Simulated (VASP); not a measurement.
Level of theory: PBEsol GGA, VASP's PBE PAW potentials (set 64) (plane waves; VASP 6.6.1).

VASP input:

File POSCAR:
```
BAs
2.388820
  0.0000000000   1.0000001964   1.0000001964
  1.0000001964   0.0000000000   1.0000001964
  1.0000001964   1.0000001964   0.0000000000
B As
1 1
Cartesian
  0.5000000982   0.5000000982   0.5000000982
  0.0000000000   0.0000000000   0.0000000000
```

**INCAR**
```
SYSTEM = BAs
PREC = Accurate
ENCUT = 520
EDIFF = 1E-7
NELM = 100
ALGO = Normal
LREAL = .FALSE.
LASPH = .TRUE.
ISMEAR = 0
SIGMA = 0.01
GGA = PS
LMAXMIX = 4
LWAVE = .FALSE.
LCHARG = .FALSE.
LOPTICS = .TRUE.
NBANDS = 24
NEDOS = 1001
CSHIFT = 0.1
```

**KPOINTS**
```
Automatic mesh
0
Gamma
17 17 17
0 0 0
```

POTCAR, in this order: B As (PBE.64 set). Program: vasp_std.

Q: What does the run give for the energy per atom (σ→0)?

A: 
The energy per atom (σ→0) is -6.102 eV/atom.

File OSZICAR:
```
...
DAV:   8    -0.122040891808E+02    0.87489E-02   -0.10604E-02  9240   0.358E-01    0.947E-02
DAV:   9    -0.122042925091E+02   -0.20333E-03   -0.45034E-04  9464   0.735E-02    0.379E-02
DAV:  10    -0.122043083877E+02   -0.15879E-04   -0.30754E-05  9456   0.175E-02    0.103E-02
DAV:  11    -0.122043080881E+02    0.29959E-06   -0.95291E-07  9744   0.362E-03    0.398E-03
DAV:  12    -0.122043084920E+02   -0.40385E-06   -0.32065E-07  9648   0.196E-03    0.342E-04
DAV:  13    -0.122043084758E+02    0.16217E-07   -0.58536E-09  5808   0.270E-04
   1 F= -.12204308E+02 E0= -.12204308E+02  d E =-.336483E-15
 imaginary and real dielectric function
```

The structure comes from a computed database's BAs entry (F-43m); how it stands against other phases isn't given here. It was relaxed first.
